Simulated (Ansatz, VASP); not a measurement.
**Zn3SbN3: VASP beside Ansatz**

Wanted: the spread between two codes on one cell, functional and k mesh. The cell is taken from a series of runs on this material, whose earlier steps may have relaxed, scaled, displaced or heated it; both programs get it as it stands.

Calculated with Ansatz 0.2.0; plane waves, with VASP 6.6.1 beside it; G0W0 gap at PBE.

## Step 1: The structure

The structure is monoclinic, space group Cm (No. 8). Conventional cell: a = 6.856 Å, b = 6.632 Å, c = 5.632 Å, α = 90.00°, β = 125.21°, γ = 90.00°. Nearest to Zn lie 3 N at 1.96 to 1.98 Å. Nearest to Zn lie 3 N at 1.98 to 2.02 Å. Sb has 3 N at 2.06 to 2.08 Å nearest. Nearest to N lie 3 Zn at 1.98 to 2.02 Å and 1 Sb at 2.08 Å. Nearest to N lie 3 Zn at 1.96 to 1.99 Å and 1 Sb at 2.06 Å. Farther neighbours and most contacts between anions are not listed.

## Step 2: Ansatz: G0W0 gap, PBE

Ansatz runs on its PAW soft_1 files.

Quasiparticle shifts depend on high empty states and on the cores, so they are the hardest test of two PAW sets.

Contents of input.yaml:

```yaml
crystal:
  lattice:
    - [3.4278284426, -3.3160805962, 0.0]
    - [3.4278284426, 3.3160805962, 0.0]
    - [-3.2477524045, 0.0, 4.6016905916]
  atoms:
    - { symbol: Zn, position: [0.6430804262, 0.6430804262, 0.1182101108] }
    - { symbol: Zn, position: [0.7543584315, 0.3162018844, 0.5184077534] }
    - { symbol: Zn, position: [0.3162018844, 0.7543584315, 0.5184077534] }
    - { symbol: Sb, position: [0.0600063111, 0.0600063111, 0.0035042723] }
    - { symbol: "N", position: [0.4123292139, 0.941983737, 0.300609533] }
    - { symbol: "N", position: [0.941983737, 0.4123292139, 0.300609533] }
    - { symbol: "N", position: [0.6979000059, 0.6979000059, 0.8123590542] }
kpoints:
  mp_grid: { grid: [4, 4, 4] }
hamiltonian:
  xc: pbe
  pseudopotentials: { kind: paw, azcp: { folder: soft_1 } }
scf:
  occupations: { method: fixed }
gw:
  n_empty_bands: 381
  ecut_chi: 140
  qp_bands: [v2, c2]
  qp_kpoints: band_edges
  screening: { model: contour_deformation }
```

Command:

```console
ansatz run input.yaml --threads 2 --pin off --max-ram 92160MiB --backend cuda --events-out ev --progress --plain --runs-dir out --devices 1 --max-vram 13GiB
```

Numbers of over 12 decimals in the logs are rounded to 6 here.

What it wrote:

```text
GPUs: using 1 of 1 available (devices: 1).
Engine: ansatz 0.2.0, x86_64-unknown-linux-gnu
Pseudopotentials: kind: paw
Pseudopotential: Zn, paw, valence charge 12, recommended cutoff 420 eV (normal), soft_1/Zn.paw.azcp
Pseudopotential: Sb, paw, valence charge 15, recommended cutoff 420 eV (normal), soft_1/Sb.paw.azcp
Pseudopotential: N, paw, valence charge 5, recommended cutoff 420 eV (normal), soft_1/N.paw.azcp
Functional definition: PBE
  parameter kappa = 0.804
  parameter beta = 0.066725
  exchange = pbe_x(kappa = kappa, mu = beta*pi^2/3)
  correlation = pbe_c(beta = beta)
device memory: the entry about to start is reckoned to put 1.4 GiB on a device that reports 44.0 GiB free (of which the cap on the GPU budget leaves the run 13.0 GiB)
GPU FFT provider: cuFFT
GPU libraries: cuBLAS 13.8.2, cuFFT 12.4.0, cuSOLVER 12.3.4
Crystal: 7 atoms, lattice volume = 104.614 Å³
Basis set: ecut = 420 eV, 2033 PW (Γ)
Bands: 40, of which v1, the nominal top of the filled ones, is band 33 counted from 1 (32 counted from 0)
Symmetry: 2 space group operations
Space group: Cm (ITA 8), of the structure as read, at distance tolerance 4.7e-5 Å
k-points: 24 of 64 (time reversal used)
Non-local potential: Zn, projectors of the file, l = 0: 2, l = 1: 2, l = 2: 3, l = 3: 1
Non-local potential: Sb, projectors of the file, l = 0: 2, l = 1: 2, l = 2: 2, l = 3: 1
Non-local potential: N, projectors of the file, l = 0: 2, l = 1: 2, l = 2: 1
PAW form: soft (Blöchl's): semilocal exchange-correlation on the pseudo side does not see the compensation charge
PAW one-centre angular grid: Zn, 590 points (default); XC on 64 Gauss nodes
PAW one-centre angular grid: Sb, 590 points (default); XC on 64 Gauss nodes
PAW one-centre angular grid: N, 110 points (default); XC on 64 Gauss nodes
Initial density: superposition of atomic densities (chi_scale 0.1, normalization cell, long waves kept (reshape's long-wave potential 0.03 eV rms))
Initial wavefunctions: pseudopotential atomic-orbital guess
GPU buffer pool allocated for 40960 grid points (all kernels)
GPU transforms: local potential and band sums: pruned to the plane-wave sphere, on 32×32×40
Functional: x = pbe(κ = 0.804, μ = 0.219515), c = pbe(β = 0.066725)
SCF iter   1: F=—  HF=-17594.589628 eV  |F-HF|=—  |Δ(HF+E_count)|=         —  Δρ=7.44e-2  dr2=7.20e0  ethr=3.10e-3  ⟨swp⟩=4.9  Hψ=3784  notcnv=0  defer=114
preconditioner: auto → Resta (q_TF=auto, 2.527 Å⁻¹)  ε∞=5.2  [insulator: Δε(μ)=2.082 eV  Ē_g=14.375 eV  n_scr=30 (ndim 8)  ℏωp=29.5 eV  f_vac=0.009  ε∞_Penn≈5.2]
SCF iter   2: F=—  HF=-17592.914983 eV  |F-HF|=—  |Δ(HF+E_count)|=    1.67e0  Δρ=2.89e-2  dr2=5.30e-1  ethr=3.10e-3  ⟨swp⟩=3.0  Hψ=1963  notcnv=0  defer=119
SCF iter   3: F=—  HF=-17592.818045 eV  |F-HF|=—  |Δ(HF+E_count)|=   9.69e-2  Δρ=1.53e-2  dr2=1.99e-1  ethr=8.03e-4  ⟨swp⟩=3.0  Hψ=1776  notcnv=0  defer=120
SCF iter   4: F=—  HF=-17592.810805 eV  |F-HF|=—  |Δ(HF+E_count)|=   7.24e-3  Δρ=8.76e-3  dr2=4.39e-2  ethr=3.01e-4  ⟨swp⟩=2.2  Hψ=1516  notcnv=0  defer=120
SCF iter   5: F=—  HF=-17592.799898 eV  |F-HF|=—  |Δ(HF+E_count)|=   1.09e-2  Δρ=1.91e-3  dr2=3.16e-3  ethr=6.66e-5  ⟨swp⟩=2.0  Hψ=1776  notcnv=0  defer=120
SCF iter   6: F=—  HF=-17592.801398 eV  |F-HF|=—  |Δ(HF+E_count)|=   1.50e-3  Δρ=4.20e-4  dr2=2.06e-4  ethr=4.80e-6  ⟨swp⟩=2.0  Hψ=1580  notcnv=0  defer=120
SCF iter   7: F=—  HF=-17592.801591 eV  |F-HF|=—  |Δ(HF+E_count)|=   1.92e-4  Δρ=2.44e-4  dr2=6.18e-5  ethr=3.13e-7  ⟨swp⟩=2.0  Hψ=1696  notcnv=0  defer=119
SCF iter   8: F=—  HF=-17592.801616 eV  |F-HF|=—  |Δ(HF+E_count)|=   2.49e-5  Δρ=2.18e-4  dr2=4.07e-5  ethr=9.37e-8  ⟨swp⟩=2.0  Hψ=1680  notcnv=0  defer=75
SCF iter   9: F=—  HF=-17592.801608 eV  |F-HF|=—  |Δ(HF+E_count)|=   7.82e-6  Δρ=5.74e-5  dr2=2.54e-6  ethr=6.16e-8  ⟨swp⟩=2.1  Hψ=1508  notcnv=0  defer=75
SCF iter  10: F=—  HF=-17592.801609 eV  |F-HF|=—  |Δ(HF+E_count)|=   6.38e-7  Δρ=2.40e-5  dr2=5.47e-7  ethr=3.85e-9  ⟨swp⟩=2.0  Hψ=1464  notcnv=0  defer=77
SCF iter  11: F=—  HF=-17592.801609 eV  |F-HF|=—  |Δ(HF+E_count)|=   4.47e-7  Δρ=2.14e-5  dr2=4.39e-7  ethr=8.29e-10  ⟨swp⟩=2.0  Hψ=1556  notcnv=0  defer=82
SCF iter  12: F=-17592.801609 eV  HF=-17592.801609 eV  |F-HF|=1.23e-8  |Δ(HF+E_count)|=   7.51e-8  Δρ=4.63e-6  dr2=1.89e-8  ethr=1.52e-10  ⟨swp⟩=9.3  Hψ=4267  notcnv=0
SCF 1 converged in 12 iterations: F = -17592.801609 eV  dr2 = 1.89e-8
  greatest PAW one-centre occupation: 0.996 electrons in one spin orbital (limit 2), on the Sb atom at site 3 (counted from 0), in its partial waves of l = 2
device memory: the entry about to start is reckoned to put 1.4 GiB (of the 1.6 GiB reckoned in all, the device holds 0.2 GiB already) on a device that reports 42.8 GiB free (of which the cap on the GPU budget leaves the run 12.9 GiB)
NSCF: frozen V_eff on 24 k-points, pencils in batches of 32, up to order 160
[...]
E_aug_tail   = 0.002036  (compensation charges beyond the density's cutoff)
  E_ewald      = -5401.237445
  E_smearing   = -0.000000  (= −TS)
  E_closure    = 0.000000  (closes the sum)
  Σ components = -17592.801609   (vs F -17592.801609, Δ=0.00e0)
--- Band table (eV; the first three rows and the last of 24) ---
  k-point 0: bands = [... 29 lower, 5.6411, 6.9309, 7.2652, 7.5925, 10.3977, 11.2933, 12.1536, 12.5254, ... 3 higher]
  k-point 1: bands = [... 29 lower, 6.1323, 6.9746, 7.2384, 7.9589, 9.5353, 11.4976, 11.7137, 12.6087, ... 3 higher]
  k-point 2: bands = [... 29 lower, 6.6529, 6.8062, 7.0235, 7.8736, 9.9232, 10.8112, 10.9820, 12.9551, ... 3 higher]
  k-point 23: bands = [... 29 lower, 6.8841, 7.0554, 7.5638, 8.0156, 11.3172, 12.1178, 12.5974, 12.8596, ... 3 higher]
--- G₀W₀: contour deformation, 7 samples at zero and on the imaginary axis and 2 off it, 64 q-points, 381 empty bands' worth ---
  eigenvalues of the whole cell's RPA ε∞ on this k-mesh (on a slab, of 1 + 4πα/V) = 7.2208, 8.1142, 8.1909; static W/v taken at q = 0 is 0.127746
  gw.qp_kpoints: band_edges: 18 of 24 stored k-points solved, in 1 pass; an edge of the gap read off the rows below is read off those points alone
    valence top: of the k-points left out ik 16 came nearest to being solved in a further pass, in band 33 (counted from 1, as in the quasiparticle table): it holds the edge there only if its correction is more favourable than any solved in that band by at least 0.470 eV; those differ by 0.106 eV
    conduction bottom: of the k-points left out ik 11 came nearest to being solved in a further pass, in band 34 (counted from 1, as in the quasiparticle table): it holds the edge there only if its correction is more favourable than any solved in that band by at least 0.836 eV; those differ by 0.190 eV
    ik  band        ε_KS         Σx   Σc(E_QP)       V_xc       Z   E_QP_lin       E_QP  E_QP is
     0    32      7.2652   -24.9332     3.6878   -20.6458  0.7259     6.6564     6.6655  root
     0    33      7.5925   -25.0009     3.4805   -20.9139  0.7329     6.9774     6.9860  root
     0    34     10.3977   -10.5107    -3.6135   -14.3069  0.7782    10.5810    10.5804  root
     0    35     11.2933   -13.0539    -3.4136   -16.7267  0.7572    11.5539    11.5525  root
     1    32      7.2384   -24.9209     3.7152   -20.6283  0.7242     6.6526     6.6610  root
     1    33      7.9589   -23.2820     2.8625   -19.8929  0.7385     7.4268     7.4323  root
     1    34      9.5353   -11.3498    -3.1729   -14.6712  0.7798     9.6840     9.6837  root
     1    35     11.4976   -10.1255    -4.0148   -14.4136  0.7598    11.7727    11.7710  root
     2    32      7.0235   -24.0687     3.6988   -19.8326  0.7199     6.4785     6.4862  root
     2    33      7.8736   -22.7380     2.6214   -19.5923  0.7408     7.3439     7.3494  root
     2    34      9.9232   -11.5424    -3.2756   -15.0564  0.7700    10.1623    10.1615  root
     2    35     10.8112    -9.9618    -3.7448   -13.8774  0.7752    10.9825    10.9820  root
     3    32      7.1648   -25.2568     3.7909   -20.8532  0.7236     6.5420     6.5522  root
     3    33      7.9176   -23.1838     2.9607   -19.6737  0.7382     7.3620     7.3683  root
     3    34     10.4925   -11.1930    -3.4480   -14.8575  0.7689    10.7099    10.7091  root
     3    35     11.3010   -10.3511    -3.8359   -14.4434  0.7634    11.5587    11.5574  root
     4    32      6.8662   -24.2735     3.6975   -19.9706  0.7213     6.2503     6.2609  root
     4    33      7.7883   -22.1368     2.7357   -18.8470  0.7401     7.2278     7.2343  root
     4    34     10.3059   -11.6137    -3.4349   -15.2976  0.7687    10.5559    10.5549  root
     4    35     10.8776   -10.5146    -3.6349   -14.3754  0.7681    11.1044    11.1035  root
     5    32      7.1307   -24.4405     3.7120   -20.1622  0.7228     6.5558     6.5645  root
     5    33      7.7216   -21.7937     2.5389   -18.7222  0.7406     7.1832     7.1891  root
     5    34     10.3257   -11.3556    -3.4224   -15.0386  0.7666    10.5874    10.5863  root
     5    35     10.9692   -10.9527    -3.5911   -14.7722  0.7644    11.1986    11.1976  root
[...]
22    32      7.6057   -25.7071     3.7566   -21.4014  0.7247     7.0496     7.0566  root
    22    33      7.6093   -23.3363     3.0813   -19.6837  0.7364     7.0308     7.0381  root
    22    34     10.9278   -10.3652    -3.9948   -14.6906  0.7700    11.2603    11.2584  root
    22    35     11.6117   -10.7300    -4.0454   -15.1464  0.7496    11.9864    11.9828  root
    23    32      7.5638   -26.2946     3.9085   -21.8084  0.7258     6.9783     6.9861  root
    23    33      8.0156   -25.5650     3.6452   -21.4194  0.7251     7.5098     7.5152  root
    23    34     11.3172    -9.0720    -4.0182   -13.3468  0.7640    11.5752    11.5738  root
    23    35     12.1178    -9.8936    -4.2145   -14.4091  0.7441    12.4212    12.4188  root
```

(Continued in part 2 of 2.)

[Lines on the potential files, build, host, timing and source positions are cut from VASP's logs without a mark.]

[Logs are printed without paths, hosts, clocks, repeated set-up lines and the standing remarks that a program may print on its own settings, such as how far it seeks lower states.]

[Hosts, paths, dates, database ids (printed as entryN), source tags and the programs' standing remarks are cut or masked in the printed files.]
